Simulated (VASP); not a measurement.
# CAlBr2H3 in VASP: a series of runs, part 2 of 2

VASP 6.6.1. The steps go on from the part before.

## (3) Relaxation of the atoms, PBE (atoms moved at random, drawn with an rms of 0.02 Å)

Input file INCAR:

```
PREC     = Accurate       # precision mode
ENCUT    = 520            # plane-wave cutoff, eV
EDIFF    = 1E-7           # SCF threshold, eV
ISMEAR   = 0              # smearing method
SIGMA    = 0.01           # smearing width, eV
LREAL    = False          # projectors in reciprocal space
LASPH    = True           # aspherical terms in the spheres
NELM     = 60             # most SCF steps
ALGO     = Fast           # electronic algorithm
ISIF     = 2              # what is computed and relaxed
LWAVE    = False          # write WAVECAR
LCHARG   = False          # write CHGCAR
GGA      = PE             # functional
IBRION   = 2              # ionic algorithm
NSW      = 60             # ionic steps
EDIFFG   = -0.02          # ionic threshold
```

Input file KPOINTS:

```
Automatic mesh
0
Gamma
  1 1 1
```

Input file POSCAR:

```
AlH3CBr2
1.0
   13.0000000000      0.0000000000      0.0000000000
    0.0000000000     13.0000000000      0.0000000000
    0.0000000000      0.0000000000     12.0000000000
C Al Br H
1 1 2 3
Direct
    0.4638110000      0.6142650000      0.4728430000
    0.4867480000      0.4696780000      0.4924700000
    0.6217330000      0.4088140000      0.5888060000
    0.3795900000      0.3510090000      0.4171790000
    0.3978500000      0.6314120000      0.4229360000
    0.4565300000      0.6530810000      0.5547960000
    0.5315410000      0.6505090000      0.4313840000
```

Potentials or basis: VASP PAW PBE potentials, release 64 (C, Al, Br, H).

Started as:

```
$ cat potpaw_PBE.64/C/POTCAR potpaw_PBE.64/Al/POTCAR potpaw_PBE.64/Br/POTCAR potpaw_PBE.64/H/POTCAR > POTCAR
$ mpirun -np 1 vasp_gam > vasp.out
```

It took 15 min on 1 thread of Intel Xeon Platinum 8488C (Sapphire Rapids), shared host; peak memory 1.6 GiB.

The run converged. Its results:

```yaml
Free_energy: -29.7525 eV
Energy_gained_by_relaxing: 3.8 meV/atom
Ionic_steps: 12
Largest_force_after_relaxing: 0.015 eV/Å
Gap_between_the_frontier_levels: 5.20 eV
```

Forces in eV/Å, atoms in the order of the input:
```
C    0.004 -0.010 -0.010
Al   0.000 -0.007 -0.011
Br  -0.003 -0.004  0.003
Br   0.005  0.001  0.007
H    0.001  0.005  0.004
H   -0.002  0.008  0.005
H   -0.004  0.008  0.002
```

The path:
| step | energy change (eV) | largest force (eV/Å) | pressure (GPa) |
| --- | --- | --- | --- |
| 1 | 0.0000 | 1.3316 | 0.03 |
| 2 | 0.0962 | 3.1104 | 0.03 |
| 3 | -0.0218 | 0.2668 | 0.03 |
| 4 | -0.0251 | 0.1354 | 0.01 |
| 5 | -0.0251 | 0.1351 | 0.01 |
| 6 | -0.0259 | 0.1294 | -0.01 |
| 7 | -0.0260 | 0.0766 | 0.00 |
| 8 | -0.0262 | 0.0723 | -0.01 |
| 9 | -0.0263 | 0.0433 | 0.00 |
| 10 | -0.0264 | 0.0361 | 0.00 |
| 11 | -0.0264 | 0.0225 | 0.00 |
| 12 | -0.0264 | 0.0149 | 0.00 |

Final structure:
```cif
data_structure
_symmetry_space_group_name_H-M 'P 1'
_symmetry_Int_Tables_number 1
_cell_length_a 13.0000
_cell_length_b 13.0000
_cell_length_c 12.0000
_cell_angle_alpha 90.000
_cell_angle_beta 90.000
_cell_angle_gamma 90.000
_cell_volume 2028.00
loop_
_atom_site_label
_atom_site_type_symbol
_atom_site_fract_x
_atom_site_fract_y
_atom_site_fract_z
_atom_site_occupancy
C1 C 0.46488 0.61561 0.47293 1
Al1 Al 0.48658 0.46890 0.49186 1
Br1 Br 0.62260 0.40836 0.58960 1
Br2 Br 0.37919 0.35054 0.41703 1
H1 H 0.39616 0.63161 0.42269 1
H2 H 0.45636 0.65327 0.55447 1
H3 H 0.53202 0.65048 0.43184 1
```

Levels at points of the mesh, in eV from the valence-band top:
```tsv
k point	band 8	band 9	band 10	band 11	band 12	band 13	band 14	band 15	band 16
(0.00, 0.00, 0.00)	-1.02	-0.63	-0.26	-0.11	0.00	5.20	5.29	6.76	7.12
```

## (4) Atomic charges, PBE+TS

Input file INCAR:

```
SYSTEM = AlH3CBr2
PREC     = Accurate       ! precision mode
ENCUT    = 520            ! plane-wave cutoff, eV
EDIFF    = 1E-7           ! SCF threshold, eV
ISMEAR   = 0              ! smearing method
SIGMA    = 0.01           ! smearing width, eV
LREAL    = .False.        ! projectors in reciprocal space
LASPH    = .True.         ! aspherical terms in the spheres
NELM     = 100            ! most SCF steps
ALGO     = Fast           ! electronic algorithm
ISIF     = 2              ! what is computed and relaxed
LWAVE    = .False.        ! write WAVECAR
LCHARG   = .False.        ! write CHGCAR
GGA      = PE             ! functional
IVDW     = 2              ! dispersion correction
LORBIT   = 10             ! projections on sites
```

Input file KPOINTS:

```
Automatic mesh
0
Gamma
  1 1 1
  0 0 0
```

Input file POSCAR:

```
AlH3CBr2
1.0
   13.0000000000      0.0000000000      0.0000000000
    0.0000000000     13.0000000000      0.0000000000
    0.0000000000      0.0000000000     12.0000000000
C Al Br H
1 1 2 3
Direct
    0.4653769200      0.6149000000      0.4728750000
    0.4870000000      0.4689615400      0.4911166700
    0.6214846200      0.4084846200      0.5893333300
    0.3805153800      0.3512692300      0.4163333300
    0.3969384600      0.6311000000      0.4232250000
    0.4569615400      0.6519615400      0.5541833300
    0.5319307700      0.6500692300      0.4321666700
```

Started as:

```
$ cat potpaw_PBE.64/C/POTCAR potpaw_PBE.64/Al/POTCAR potpaw_PBE.64/Br/POTCAR potpaw_PBE.64/H/POTCAR > POTCAR
$ mpirun -np 1 vasp_gam > vasp.out
```

Wall time 3.5 min (1 thread of Intel Xeon Platinum 8488C (Sapphire Rapids), shared host); peak memory 1.5 GiB.

It converged, with:

* Free energy: -29.8004 eV
* Largest force: 0.210 eV/Å
* Gap between the frontier levels: 5.24 eV
* Valence electrons inside the program's atomic spheres: C 2.62; Al 0.79; Br 4.90; H 0.68
* Hirshfeld charges: C -0.25; Al +0.44; Br -0.16; H +0.04 e
* Dispersion energy per atom: -0.008 eV

Forces on the atoms (eV/Å):
```
C   -0.001 -0.039 -0.003
Al  -0.001 -0.005 -0.001
Br   0.151 -0.055  0.102
Br  -0.122 -0.118 -0.080
H   -0.171  0.040 -0.114
H   -0.020  0.092  0.186
H    0.165  0.086 -0.091
```

Levels at points of the mesh, in eV from the valence-band top:
```
           k point  band 8  band 9  band 10  band 11  band 12  band 13  band 14  band 15  band 16
(0.00, 0.00, 0.00)   -1.04   -0.65    -0.27    -0.12     0.00     5.24     5.35     6.79     7.14
```

## (5) Electron localisation function, PBE

Input file INCAR:

```
ALGO = Fast
EDIFF = 1E-6
ENCUT = 520
GGA = PE
ISIF = 2
ISMEAR = 0
LASPH = T
LCHARG = T
LELF = T
LREAL = F
LWAVE = F
NELM = 100
PREC = Accurate
SIGMA = 0.01
```

Input file KPOINTS:

```
k-points
0
Gamma
  1 1 1
```

POSCAR is that of step 4.

Started as:

```
$ cat potpaw_PBE.64/C/POTCAR potpaw_PBE.64/Al/POTCAR potpaw_PBE.64/Br/POTCAR potpaw_PBE.64/H/POTCAR > POTCAR
$ mpirun -np 1 vasp_gam > vasp.out
```

Wall time 3.1 min (1 thread of Intel Xeon Platinum 8488C (Sapphire Rapids), shared host); peak memory 1.5 GiB.

The run converged. Its results:

```
Free energy                     : -29.7474 eV
Largest force                   : 0.210 eV/Å
Gap between the frontier levels : 5.24 eV
```

Forces in eV/Å, atoms in the order of the input:
```
C    0.001 -0.049 -0.001
Al  -0.002  0.001 -0.002
Br   0.138 -0.063  0.094
Br  -0.108 -0.119 -0.071
H   -0.171  0.045 -0.114
H   -0.021  0.095  0.185
H    0.163  0.090 -0.092
```

Levels at points of the mesh, in eV from the valence-band top:
| k point | band 10 | band 11 | band 12 | band 13 | band 14 | band 15 |
| --- | --- | --- | --- | --- | --- | --- |
| (0.00, 0.00, 0.00) | -0.27 | -0.12 | 0.00 | 5.24 | 5.35 | 6.79 |

Expect the measured gap to be larger: semilocal functionals such as PBE lack the derivative discontinuity.

## (6) Relaxation of the atoms, SCAN+D3(BJ)

Input file INCAR:

```
SYSTEM = AlH3CBr2
PREC = Accurate
ENCUT = 400
EDIFF = 1E-6
ISMEAR = 0
SIGMA = 0.01
LREAL = .FALSE.
LASPH = .TRUE.
NELM = 100
ALGO = Normal
ISIF = 2
LWAVE = .FALSE.
LCHARG = .FALSE.
METAGGA = SCAN
LMIXTAU = .TRUE.
IVDW = 12
IBRION = 2
NSW = 60
EDIFFG = -0.005
```

Input file KPOINTS:

```
Automatic mesh
0
G
  1 1 1
  0 0 0
```

POSCAR is that of step 5.

Potentials or basis: VASP PAW PBE potentials, release 64 (C_s, Al, Br, H_s).

Started as:

```
$ cat potpaw_PBE.64/C_s/POTCAR potpaw_PBE.64/Al/POTCAR potpaw_PBE.64/Br/POTCAR potpaw_PBE.64/H_s/POTCAR > POTCAR
$ mpirun -np 1 vasp_gam > vasp.out
```

It took 35 min on 1 thread of Intel Xeon Platinum 8488C (Sapphire Rapids), shared host; peak memory 1.6 GiB.

The run converged. Its results:

```yaml
Free_energy: -70.3583 eV
Energy_gained_by_relaxing: 0.3 meV/atom
Ionic_steps: 11
Largest_force_after_relaxing: 0.005 eV/Å
Gap_between_the_frontier_levels: 5.87 eV
Dispersion_energy_per_atom: -0.005 eV
```

Forces in eV/Å, atoms in the order of the input:
```
C   -0.001  0.003 -0.003
Al   0.001 -0.001  0.001
Br   0.001  0.002  0.001
Br   0.000  0.001 -0.005
H    0.002  0.000  0.002
H    0.000 -0.002  0.002
H   -0.002 -0.003  0.001
```

The path:
```csv
step,energy change (eV),largest force (eV/Å),pressure (GPa)
1,0.0000,0.1901,-0.03
2,-0.0013,0.1586,-0.03
3,-0.0015,0.0802,-0.03
4,-0.0019,0.0878,-0.01
5,-0.0020,0.0526,-0.01
6,-0.0020,0.0570,-0.01
7,-0.0021,0.0137,-0.01
8,-0.0021,0.0136,-0.01
9,-0.0021,0.0128,-0.01
10,-0.0021,0.0228,-0.01
11,-0.0021,0.0047,-0.01
```

Final structure:
```xyz
7
Lattice="13.0000 0.0000 0.0000 0.0000 13.0000 0.0000 0.0000 0.0000 12.0000" Properties=species:S:1:pos:R:3 pbc="T T T"
C     6.0500    7.9867    5.6748
Al    6.3314    6.0961    5.8937
Br    8.0716    5.3138    7.0671
Br    4.9537    4.5742    4.9993
H     5.1598    8.2039    5.0790
H     5.9411    8.4739    6.6499
H     6.9151    8.4492    5.1871
```

Levels at points of the mesh, in eV from the valence-band top:
```tsv
k point	band 9	band 10	band 11	band 12	band 13	band 14	band 15	band 16
(0.00, 0.00, 0.00)	-0.68	-0.29	-0.10	0.00	5.87	6.14	7.50	7.98
```

Caveat: the PAW data sets were made with another functional, which shifts forces and pressure a little. SCAN opens gaps a little over a GGA but as a rule still falls short of measured ones.

## (7) The reference run

An earlier run on the cell as given: functional PBE; potentials or basis VASP PAW PBE potentials, release 64 (C, Al, Br, H); cutoff 520 eV; k mesh 1 × 1 × 1; occupations gaussian, width 0.01 eV; no spin polarisation.

* Largest force: 0.210 eV/Å
* Gap between the frontier levels: 5.24 eV

## (8) The runs side by side

| task | level | potentials or basis | cell | cutoff (eV) | gap on the mesh (eV) | largest force (eV/Å) |
| --- | --- | --- | --- | --- | --- | --- |
| single point | PBE | VASP PAW PBE potentials, release 64 (C, Al, Br, H) | atoms moved at random, drawn with an rms of 0.05 Å | 520 | 5.31 | 3.71 |
| relaxation of the atoms | PBE | VASP PAW PBE potentials, release 64 (C, Al, Br, H) | atoms relaxed from: atoms moved at random, drawn with an rms of 0.02 Å | 520 | 5.20 | 0.01 |
| atomic charges | PBE+TS | VASP PAW PBE potentials, release 64 (C, Al, Br, H) | as given | 520 | 5.24 | 0.21 |
| electron localisation function | PBE | VASP PAW PBE potentials, release 64 (C, Al, Br, H) | as given | 520 | 5.24 | 0.21 |
| relaxation of the atoms | SCAN+D3(BJ) | VASP PAW PBE potentials, release 64 (C_s, Al, Br, H_s) | atoms relaxed | 400 | 5.87 | - |
| single point | PBE | VASP PAW PBE potentials, release 64 (C, Al, Br, H) | as given | 520 | 5.24 | 0.21 |

Alike in all rows: no spin polarisation; k mesh 1 × 1 × 1; smearing gaussian 0.01 eV.

Caveats: the PAW data sets were made with another functional, which shifts forces and pressure a little (some runs).

Total energies depend on the potentials used, so only differences within one code and one set of settings carry meaning.
